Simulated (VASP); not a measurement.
Given:

```
CELL_PARAMETERS angstrom
      5.34159     0.00000     0.00000
      0.00000     4.17796     0.00000
      0.00000     0.00000     7.95141
ATOMIC_POSITIONS crystal
  W  0.57758 0.25000 0.78131
  W  0.07758 0.25000 0.71869
  W  0.42242 0.75000 0.21869
  W  0.92242 0.75000 0.28131
  W  0.19086 0.25000 0.06090
  W  0.69086 0.25000 0.43910
  W  0.80914 0.75000 0.93910
  W  0.30914 0.75000 0.56090
  Si 0.69531 0.25000 0.11262
  Si 0.19531 0.25000 0.38738
  Si 0.30469 0.75000 0.88738
  Si 0.80469 0.75000 0.61262
```

These are r2SCAN meta-GGA, VASP's PBE PAW potentials (set 64) (plane waves; VASP) values and carry that method's errors. Run with 400 eV cut-off, 7×8×5 Γ-centred mesh, tetrahedra with Blöchl corrections, potentials W_sv Si.

Task: Give the energies of bands 59 to 72 at the high-symmetry points, in eV from the Fermi level.

Result: 
| band | Γ | X | S | Y | Z | U | R | T |
|---|---|---|---|---|---|---|---|---|
| 59 | -1.66 | -0.85 | -1.74 | -1.43 | -0.62 | -1.13 | -1.48 | -1.48 |
| 60 | -1.11 | -0.85 | -1.74 | -1.43 | -0.62 | -1.13 | -1.48 | -1.48 |
| 61 | -0.64 | -0.50 | -0.97 | -1.17 | -0.18 | -0.15 | -0.42 | -0.84 |
| 62 | -0.21 | -0.50 | -0.97 | -1.17 | -0.18 | -0.15 | -0.42 | -0.84 |
| 63 | -0.19 | -0.04 | -0.97 | -0.82 | 0.15 | -0.06 | -0.42 | -0.55 |
| 64 | -0.05 | -0.04 | -0.97 | -0.82 | 0.15 | -0.06 | -0.42 | -0.55 |
| 65 | 0.20 | 0.39 | 0.13 | -0.34 | 0.30 | 0.40 | 0.34 | 0.16 |
| 66 | 0.49 | 0.39 | 0.13 | -0.34 | 0.30 | 0.40 | 0.34 | 0.16 |
| 67 | 0.84 | 1.03 | 0.13 | 0.41 | 0.81 | 0.78 | 0.34 | 0.43 |
| 68 | 1.06 | 1.03 | 0.13 | 0.41 | 0.81 | 0.78 | 0.34 | 0.43 |
| 69 | 1.23 | 1.42 | 0.91 | 0.86 | 1.68 | 1.05 | 0.81 | 0.79 |
| 70 | 1.78 | 1.42 | 0.91 | 0.86 | 1.68 | 1.05 | 0.81 | 0.79 |
| 71 | 1.96 | 1.48 | 0.91 | 1.19 | 1.78 | 1.92 | 0.81 | 1.38 |
| 72 | 2.00 | 1.48 | 0.91 | 1.19 | 1.78 | 1.92 | 0.81 | 1.38 |

It has no gap at this level: it comes out as a metal or semimetal.

The structure was generated: SiW2 was put into the Co2Si type (Pnma), which need not be its known phase. It was relaxed first.
